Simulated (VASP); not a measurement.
VASP input:

KPOINTS:
```
Automatic mesh
0
Gamma
7 7 7
0 0 0
```

### POSCAR
```
BiSb
1
    2.2164756222     1.2796827798     3.7799244081
   -2.2164756222     1.2796827798     3.7799244081
   -0.0000000000    -2.5593655597     3.7799244081
Sb Bi
1 1
Direct
  0.7638192934   0.7638192934   0.7638192934
  0.2361677066   0.2361677066   0.2361677066
```

### INCAR
```
ALGO  =  Normal
EDIFF  =  1E-6
EDIFFG  =  -0.01
ENCUT  =  400
GGA  =  PS
IBRION  =  2
ISIF  =  3
ISMEAR  =  0
LASPH  =  T
LCHARG  =  F
LMAXMIX  =  4
LREAL  =  F
LWAVE  =  F
NELM  =  100
NSW  =  60
PREC  =  Accurate
SIGMA  =  0.05
SYSTEM  =  BiSb
```

POTCAR, in this order: Sb Bi_d (PBE.64 set). Program: vasp_std.

Question: Write an equivalent input for Ansatz.

Answer: One equivalent input (not run):
Ansatz 0.2 input:
```yaml
crystal:
  lattice:
    - [2.2164756, 1.2796828, 3.7799244]
    - [-2.2164756, 1.2796828, 3.7799244]
    - [0.0000000, -2.5593656, 3.7799244]
  atoms:
    - { symbol: Sb, position: [0.7638193, 0.7638193, 0.7638193] }
    - { symbol: Bi, position: [0.2361677, 0.2361677, 0.2361677] }
kpoints:
  mp_grid: { grid: [7, 7, 7] }
hamiltonian:
  xc: pbesol
  pseudopotentials: { kind: paw }
scf:
  occupations: { method: gaussian, width: 0.05 }
  max_iter: 100
relax:
  max_steps: 60
  f_tol: 0.01
  cell: {}
output: { forces: true, stress: true, eigenvalues: true }
```
What does not carry over: each code has its own PAW files, so the cut-off isn't converted (ENCUT is set for VASP's; basis.ecutwfc is left out, and Ansatz then takes the one that its files recommend); Ansatz stops its SCF on the density residual and VASP on the energy change (EDIFF).

The structure comes from a computed database's BiSb entry (R3m); how it stands against other phases isn't given here. This run relaxes it. Symmetry was kept, so distortions that lower it aren't found. The start is the result of an earlier pass.
